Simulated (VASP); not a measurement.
Output of a VASP run:

File OUTCAR:
```
 ion  position               nearest neighbor table
   1  0.000  0.000  0.000-   4 2.14   4 2.14   4 2.14   3 2.14   3 2.14   3 2.14   2 3.02   2 3.02
                             2 3.02   2 3.02   2 3.02   2 3.02
   2  0.500  0.500  0.500-   3 2.14   3 2.14   3 2.14   4 2.14   4 2.14   4 2.14   1 3.02   1 3.02
                             1 3.02   1 3.02   1 3.02   1 3.02
   3  0.250  0.250  0.250-   1 2.14   1 2.14   1 2.14   2 2.14   2 2.14   2 2.14
   4  0.750  0.750  0.750-   2 2.14   2 2.14   2 2.14   1 2.14   1 2.14   1 2.14
  LATTYP: Found a trigonal (rhomboedric) cell.
 ALAT       =     5.2257813038
 COS(alpha) =     0.8317899716
 Subroutine PRICEL returns following result:
  LATTYP: Found a trigonal (rhomboedric) cell.
 ALAT       =     3.0205965884
 COS(alpha) =     0.4965354566
 Subroutine GETGRP returns: Found 12 space group operations
The static configuration has the point symmetry D_3d.
The dynamic configuration has the point symmetry D_3d.
The overall configuration has the point symmetry D_3d.
 Subroutine INISYM returns: Found 12 space group operations
 Subroutine IBZKPT returns following result:
 Found    116 irreducible k-points:

 Following reciprocal coordinates:
            Coordinates               Weight
  0.000000  0.000000  0.000000      1.000000
  0.100000 -0.000000 -0.000000      6.000000
  0.200000 -0.000000 -0.000000      6.000000
  0.300000 -0.000000 -0.000000      6.000000
  0.400000 -0.000000 -0.000000      6.000000
  0.500000  0.000000  0.000000      3.000000
  0.100000  0.100000 -0.000000      6.000000
  0.200000  0.100000  0.000000     12.000000
  0.300000  0.100000 -0.000000     12.000000
  0.400000  0.100000 -0.000000     12.000000
  0.500000  0.100000 -0.000000     12.000000
 -0.400000  0.100000  0.000000     12.000000
 -0.300000  0.100000 -0.000000     12.000000
 -0.200000  0.100000  0.000000     12.000000
 -0.100000  0.100000  0.000000      6.000000
  0.200000  0.200000 -0.000000      6.000000
  0.300000  0.200000 -0.000000     12.000000
  0.400000  0.200000 -0.000000     12.000000
  0.500000  0.200000  0.000000     12.000000
 -0.400000  0.200000  0.000000     12.000000
 -0.300000  0.200000  0.000000     12.000000
 -0.200000  0.200000  0.000000      6.000000
  0.300000  0.300000 -0.000000      6.000000
  0.400000  0.300000 -0.000000     12.000000
  0.500000  0.300000  0.000000     12.000000
 -0.400000  0.300000  0.000000     12.000000
 -0.300000  0.300000  0.000000      6.000000
  0.400000  0.400000 -0.000000      6.000000
  0.500000  0.400000 -0.000000     12.000000
 -0.400000  0.400000  0.000000      6.000000
  0.500000  0.500000  0.000000      3.000000
  0.100000  0.100000  0.100000      2.000000
  0.200000  0.100000  0.100000      6.000000
  0.300000  0.100000  0.100000      6.000000
  0.400000  0.100000  0.100000      6.000000
  0.500000  0.100000  0.100000      6.000000
 -0.400000  0.100000  0.100000      6.000000
 -0.300000  0.100000  0.100000      6.000000
 -0.200000  0.100000  0.100000      6.000000
 -0.100000  0.100000  0.100000      6.000000
   k-points           NKPTS =    116   k-points in BZ     NKDIM =    116   number of bands    NBANDS=     19
   number of dos      NEDOS =    601   number of ions     NIONS =      4
   total plane-waves  NPLWV =  64000
   dimension x,y,z NGX =    40 NGY =   40 NGZ =   40
   dimension x,y,z NGXF=    80 NGYF=   80 NGZF=   80
   ions per type =               2   2
   PREC   = accura    normal or accurate (medium, high low for compatibility)
   ISTART =      0    job   : 0-new  1-cont  2-samecut
   ICHARG =      2    charge: 1-file 2-atom 10-const
   ISPIN  =      2    spin polarized calculation?
   LNONCOLLINEAR =      F non collinear calculations
   LSORBIT =      F    spin-orbit coupling
   INIWAV =      1    electr: 0-lowe 1-rand  2-diag
   ENCUT  =  520.0 eV  38.22 Ry    6.18 a.u.   9.72  9.72  9.72*2*pi/ulx,y,z
   NELM   =    100;   NELMIN=  2; NELMDL= -5     # of ELM steps
   EDIFF  = 0.1E-06   stopping-criterion for ELM
...
```

OSZICAR:
```
       N       E                     dE             d eps       ncg     rms          rms(c)
DAV:   1     0.258453366407E+03    0.25845E+03   -0.14786E+04  8840   0.194E+03
DAV:   2     0.970448684676E+01   -0.24875E+03   -0.23466E+03  9059   0.394E+02
DAV:   3    -0.249707797109E+02   -0.34675E+02   -0.33218E+02 10559   0.167E+02
DAV:   4    -0.264517597605E+02   -0.14810E+01   -0.14424E+01 10418   0.352E+01
DAV:   5    -0.265008807888E+02   -0.49121E-01   -0.49011E-01 11372   0.605E+00    0.215E+01
DAV:   6    -0.233133155950E+02    0.31876E+01   -0.56328E+01 13584   0.122E+02    0.251E+01
DAV:   7    -0.224215135042E+02    0.89180E+00   -0.18674E+01 10847   0.855E+01    0.108E+01
DAV:   8    -0.226841610991E+02   -0.26265E+00   -0.23003E+00 12231   0.194E+01    0.689E+00
DAV:   9    -0.227646975469E+02   -0.80536E-01   -0.19884E+00 14966   0.244E+01    0.224E+00
DAV:  10    -0.228125031025E+02   -0.47806E-01   -0.22813E-01 12715   0.124E+01    0.866E-01
DAV:  11    -0.228296590382E+02   -0.17156E-01   -0.10142E-01 13881   0.573E+00    0.467E-01
DAV:  12    -0.228392514075E+02   -0.95924E-02   -0.11896E-02 11539   0.131E+00    0.351E-01
DAV:  13    -0.228448335983E+02   -0.55822E-02   -0.12235E-02 15265   0.217E+00    0.194E-01
DAV:  14    -0.228460443598E+02   -0.12108E-02   -0.24490E-03 12126   0.605E-01    0.145E-01
DAV:  15    -0.228461845998E+02   -0.14024E-03   -0.16537E-03 13738   0.622E-01    0.513E-02
DAV:  16    -0.228462013361E+02   -0.16736E-04   -0.15647E-04  9556   0.147E-01    0.303E-02
DAV:  17    -0.228462023454E+02   -0.10094E-05   -0.65529E-05 10203   0.788E-02    0.210E-02
DAV:  18    -0.228462006041E+02    0.17413E-05   -0.19143E-05 11974   0.138E-01    0.944E-03
DAV:  19    -0.228462004188E+02    0.18533E-06   -0.65509E-06  9933   0.315E-02    0.439E-03
DAV:  20    -0.228462008186E+02   -0.39978E-06   -0.90015E-07  9603   0.251E-02    0.798E-04
DAV:  21    -0.228462008783E+02   -0.59700E-07   -0.11383E-07  4978   0.443E-03
   1 F= -.22846201E+02 E0= -.22846201E+02  d E =0.000000E+00  mag=    -0.0000
```

OUTCAR:
```
------------------------ aborting loop because EDIFF is reached ----------------------------------------
  FORCE on cell =-STRESS in cart. coord.  units (eV):
  Direction    XX          YY          ZZ          XY          YZ          ZX
  --------------------------------------------------------------------------------------
  Total       -0.9090548     -0.9090548     -0.9090548      0.6867081      0.6867081      0.6867081
  in kB      -37.1759609    -37.1759609    -37.1759609     28.0830532     28.0830532     28.0830532
  external PRESSURE =     -37.1759609 kB  Pullay stress =       0.0000000 kB
  volume of cell :       39.18
      direct lattice vectors                 reciprocal lattice vectors
     4.271755865  2.128484445  2.128484445     0.350134584 -0.116441880 -0.116441880
     2.128484445  4.271755865  2.128484445    -0.116441880  0.350134584 -0.116441880
     2.128484445  2.128484445  4.271755865    -0.116441880 -0.116441880  0.350134584
 POSITION                                       TOTAL-FORCE (eV/Angst)
 -----------------------------------------------------------------------------------
      0.00000      0.00000      0.00000        -0.000000      0.000000     -0.000000
      4.26436      4.26436      4.26436         0.000000      0.000000     -0.000000
      2.13218      2.13218      2.13218         0.000000     -0.000000      0.000000
      6.39654      6.39654      6.39654         0.000000      0.000000     -0.000000
 -----------------------------------------------------------------------------------
    total drift:                                0.000000     -0.000000     -0.000000
  FREE ENERGIE OF THE ION-ELECTRON SYSTEM (eV)
  ---------------------------------------------------
  free  energy   TOTEN  =       -22.8462008783 eV

  energy  without entropy=      -22.8462008783  energy(sigma->0) =      -22.84620088

 total charge

# of ion       s       p       d       tot
------------------------------------------
    1        0.297   0.353   7.133   7.783
    2        0.297   0.353   7.133   7.783
    3        1.555   3.436   0.000   4.991
    4        1.555   3.436   0.000   4.991
--------------------------------------------------
tot          3.704   7.578  14.266  25.548

 magnetization (x)

# of ion       s       p       d       tot
------------------------------------------
    1        0.004   0.000   2.654   2.658
    2       -0.004  -0.000  -2.654  -2.658
    3        0.000   0.000   0.000   0.000
    4        0.000   0.000   0.000   0.000
--------------------------------------------------
tot          0.000   0.000   0.000   0.000

 Electric field gradients after diagonalization (V/A^2)
 (convention: |V_zz| > |V_xx| > |V_yy|)
----------------------------------------------------------------------
 ion       V_xx      V_yy      V_zz     asymmetry (V_yy - V_xx)/ V_zz
----------------------------------------------------------------------
   1      58.319    58.319  -116.638       0.000
   2      58.319    58.319  -116.638       0.000
   3       3.541     3.541    -7.083       0.000
   4       3.541     3.541    -7.083       0.000
```
(Selected blocks of OUTCAR.)

### POSCAR
```
CoO
1
    4.2717558652     2.1284844448     2.1284844448
    2.1284844448     4.2717558652     2.1284844448
    2.1284844448     2.1284844448     4.2717558652
Co O
2 2
Direct
  0.0000000000   0.0000000000   0.0000000000
  0.5000000000   0.5000000000   0.5000000000
  0.2500000000   0.2500000000   0.2500000000
  0.7500000000   0.7500000000   0.7500000000
```

Question: Reconstruct the remaining input files.

Answer: One answer among several that fit: the input of the run itself, PBE GGA + U (Dudarev), plane waves, VASP's PBE PAW potentials (set 64).

INCAR:
```
! general
SYSTEM   =CoO
PREC     =Accurate
ENCUT    =520   ! plane-wave cut-off (eV)
LREAL    =.FALSE.   ! projection in real space or not
LASPH    =.TRUE.

! electronic loop
EDIFF    =1E-7   ! SCF stop (eV)
NELM     =100   ! most electronic steps
ALGO     =Normal   ! blocked Davidson
LMAXMIX  =4   ! l cut-off of mixed one-centre charges

! smearing
ISMEAR   =-5   ! tetrahedra, Bloechl

! functional
GGA      =PE   ! PBE

! spin
ISPIN    =2
MAGMOM   =2.7 -2.7 2*0.0

! DFT+U
LDAU     =.TRUE.
LDAUTYPE =2   ! Dudarev
LDAUL    =2 -1
LDAUU    =3.32 0
LDAUJ    =0 0
LDAUPRINT=1

! ions
ISIF     =2   ! forces and stress, cell fixed

! output
LWAVE    =.FALSE.
LCHARG   =.TRUE.
LORBIT   =11
NEDOS    =601

! other
LEFG     =.TRUE.
```

File KPOINTS:
```
Regular mesh
0
gamma
10 10 10
```

POTCAR, in this order: Co O (PBE.64 set). Program: vasp_std.

For a metal the tetrahedron method with Blöchl corrections gives inexact stress and forces.

The compound is CoO in the rock salt, AFM-II order structure. It was relaxed first. A gapless solution with U can be a metastable orbital state.
